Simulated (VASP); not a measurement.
Data:

```
CELL_PARAMETERS angstrom
      6.22890     0.00000     0.00000
      0.00000     6.22890     0.00000
      0.00000     0.00000     6.22890
ATOMIC_POSITIONS crystal
  Cs 0.00000 0.00000 0.00000
  Sn 0.50000 0.50000 0.50000
  I  0.50000 0.00000 0.50000
  I  0.00000 0.50000 0.50000
  I  0.50000 0.50000 0.00000
```

Level of theory: optB88-vdW, VASP's PBE PAW potentials (set 64) (plane waves; VASP). Numerical set-up: 520 eV cut-off, 4×4×4 Γ-centred mesh, tetrahedra with Blöchl corrections, potentials Cs_sv Sn_d I.

The cores are frozen, which limits the accuracy of field gradients.

Problem. Give the principal components of the electric field gradient (V/Å²) and the asymmetry η at each nucleus.

Solution. 
| atom | Vxx | Vyy | Vzz | η |
|---|---|---|---|---|
| Cs1 | 0.0 | 0.0 | 0.0 | - |
| Sn2 | 0.0 | 0.0 | 0.0 | - |
| I3 | -171.9 | -171.9 | 343.9 | 0.00 |
| I4 | -171.9 | -171.9 | 343.9 | 0.00 |
| I5 | -171.9 | -171.9 | 343.9 | 0.00 |

The compound is CsSnI3 in the cubic perovskite structure, the ideal cubic form; the compound distorts at low or room temperature. It was relaxed first.
